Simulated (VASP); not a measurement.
Here is a VASP 6.6.1 calculation.

File INCAR:

```
  PREC = Accurate
  ENCUT = 520
  EDIFF = 1E-6
  ISMEAR = -1
  SIGMA = 0.1
  LREAL = Auto
  LASPH = T
  NELM = 100
  ALGO = Fast
  ISIF = 2
  LWAVE = F
  LCHARG = T
  GGA = PE
  LELF = T
  LVHAR = T
  NBANDS = 124
```

The input KPOINTS:

```
regular mesh
0
Gamma
  2 2 1
```

Contents of POSCAR:

```
Nb16Au
1.0
    6.6000000000      0.0000000000      0.0000000000
    3.3000000000      4.6669050000      0.0000000000
    0.0000000000      0.0000000000     18.0003570000
Nb Au
16 1
Direct
   -0.2500050890      0.5000101781      0.0555544537
    0.2499949110      0.5000101781      0.0555544537
   -0.2499994643      0.9999989286      0.0555544537
    0.2500005357      0.9999989286      0.0555544537
    0.0179843663     -0.0231202478      0.1885240387
    0.5027578460     -0.0106066012      0.1896517941
    0.0043408052      0.4875608139      0.1768409371
    0.5078155617      0.4992173614      0.1797797677
   -0.2372341459      0.4979531403      0.3208880802
    0.2798945901      0.4789683955      0.3283879314
   -0.2076157657      0.9634436527      0.3169492694
    0.2769794010      0.9945563494      0.3298490136
    0.0045102720     -0.0427478168      0.4577131442
    0.5407002498      0.0394479853      0.4510021662
    0.0498505636      0.4289352365      0.4610908550
    0.5184243482      0.5423937277      0.4642852361
    0.2608418930      0.9794071231      0.5634943796
```

Potentials or basis: VASP PAW PBE potentials, release 64 (Nb_sv, Au).

Launch:

```sh
$ cat potpaw_PBE.64/Nb_sv/POTCAR potpaw_PBE.64/Au/POTCAR > POTCAR
$ mpirun -np 1 vasp_std > vasp.out
```

Task: What does it give for the band gap on the k mesh?

Result: None (metal or under the smearing width).

Task: Estimate the largest force.

Result: 1.435 eV/Å.

Forces on the atoms (eV/Å):
```
Nb  -0.144  0.024  0.160
Nb   0.086  0.008  0.231
Nb  -0.062 -0.161  0.458
Nb  -0.002 -0.302  0.174
Nb  -0.165  0.653 -0.199
Nb   0.504  0.201 -0.289
Nb   0.310  0.133  1.141
Nb  -0.067 -0.693  0.641
Nb   0.046 -0.580  0.094
Nb   0.260  0.502 -0.560
Nb  -0.154  0.737  0.201
Nb  -0.783 -0.299 -0.376
Nb  -0.478  0.158 -1.117
Nb   0.096 -0.726 -0.148
Nb  -0.427  0.717 -0.802
Nb   0.329 -0.605 -0.864
Au   0.651  0.232  1.258
```

Caveat: the k mesh is coarse (spacing up to 0.67 Å⁻¹), so the values aren't converged. The run has no spin-orbit coupling, so splittings on Au are missing.
